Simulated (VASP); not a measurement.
The system is Be3Te2Se.

```xyz
6
Lattice="5.8994 0.0000 0.0000 -2.9497 5.1090 0.0000 0.0000 0.0000 4.8677" Properties=species:S:1:pos:R:3 pbc="T T T"
Be    0.0000    3.4060    2.4338
Be    2.9497    1.7030    2.4338
Be    0.0000    0.0000    2.4338
Te    0.0000    3.4060    0.0000
Te    2.9497    1.7030    0.0000
Se    0.0000    0.0000    0.0000
```

The cell was built by a generator and needn't be a form met in nature.

```yaml
Program: VASP 6.6.1
Task: relaxation of cell and atoms
Functional: PBE
Potentials_or_basis: VASP PAW PBE potentials, release 64 (Be, Te, Se)
Cutoff: 520 eV
k_mesh: 3 × 3 × 3
Occupations: gaussian, width 0.15 eV
Spin: no spin polarisation
```

At the start: pressure -5.7 GPa; volume 24.45 Å³/atom.

**Question.** Where does the relaxation end?

**Answer.** Over 7 steps the energy falls by 67.2 meV/atom and the volume is 20.97 Å³/atom (-14.2 %); space group P6/mmm (No. 191, to 0.05 Å).

The path:
```tsv
step	energy change (eV)	largest force (eV/Å)	pressure (GPa)	volume (Å³)
1	0.0000	0.0000	-5.72	146.71
2	-0.2805	0.0000	2.41	128.79
3	-0.3551	0.0000	-0.59	133.86
4	-0.3553	0.0000	-0.63	134.11
5	-0.3552	0.0000	-0.79	134.36
6	-0.3779	0.0000	-0.84	132.22
7	-0.4032	0.0000	0.00	125.85
```

Final structure:
```cif
data_structure
_symmetry_space_group_name_H-M 'P 1'
_symmetry_Int_Tables_number 1
_cell_length_a 5.5866
_cell_length_b 5.5866
_cell_length_c 4.6561
_cell_angle_alpha 90.000
_cell_angle_beta 90.000
_cell_angle_gamma 120.000
_cell_volume 125.85
loop_
_atom_site_label
_atom_site_type_symbol
_atom_site_fract_x
_atom_site_fract_y
_atom_site_fract_z
_atom_site_occupancy
Be1 Be 0.33333 0.66667 0.50000 1
Be2 Be 0.66667 0.33333 0.50000 1
Be3 Be 0.00000 0.00000 0.50000 1
Te1 Te 0.33333 0.66667 0.00000 1
Te2 Te 0.66667 0.33333 0.00000 1
Se1 Se 0.00000 0.00000 0.00000 1
```

Caveat: the k mesh is coarse (spacing up to 0.43 Å⁻¹), so the values aren't converged.
